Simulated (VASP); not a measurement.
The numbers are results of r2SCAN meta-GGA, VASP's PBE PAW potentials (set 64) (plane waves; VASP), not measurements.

A VASP calculation is set up with these files.

### KPOINTS
```
Automatic
0
gamma
 10 10 10
0 0 0
```

**POSCAR**
```
PdAl
1.0
  0.0000000000   2.7805464496   2.7805464496
  2.7805464496   0.0000000000   2.7805464496
  2.7805464496   2.7805464496   0.0000000000
Pd Al
1 1
Cart
  0.0000000000   0.0000000000   0.0000000000
  1.3902732248   1.3902732248   1.3902732248
```

### INCAR
```
SYSTEM=PdAl
PREC=Accurate
LREAL=.False.   # projection in real space or not
LWAVE=.False.
ALGO=Normal   # blocked Davidson
LCHARG=.False.
EDIFFG=-0.01
ENCUT=400   # plane-wave cut-off (eV)
ISIF=3   # ions, shape and volume
SIGMA=0.1   # width (eV)
ISMEAR=1   # Methfessel-Paxton
NSW=60
EDIFF=1E-6
LMAXMIX=4   # l cut-off of mixed one-centre charges
LMIXTAU=.True.
NELM=100
METAGGA=R2SCAN
IBRION=2
LASPH=.True.   # aspherical one-centre terms
```

POTCAR, in this order: Pd Al (PBE.64 set). Program: vasp_std.

**Question.** What will the output report for the number of irreducible k-points (NKPTS), number of bands (NBANDS), largest plane-wave count, number of space-group operations, FFT grid (NGX, NGY, NGZ)?

**Answer.** 
- number of irreducible k-points (NKPTS) = 47
- number of bands (NBANDS) = 10
- largest plane-wave count = 801
- number of space-group operations = 24
- FFT grid (NGX, NGY, NGZ) = 28 × 28 × 28

The structure was generated: PdAl was put into the zinc blende type (F-43m), which need not be its known phase. This run relaxes it. Symmetry was kept, so distortions that lower it aren't found. The start is the result of an earlier pass. The electron count is odd and the run is not spin-polarised, which forces a metal.
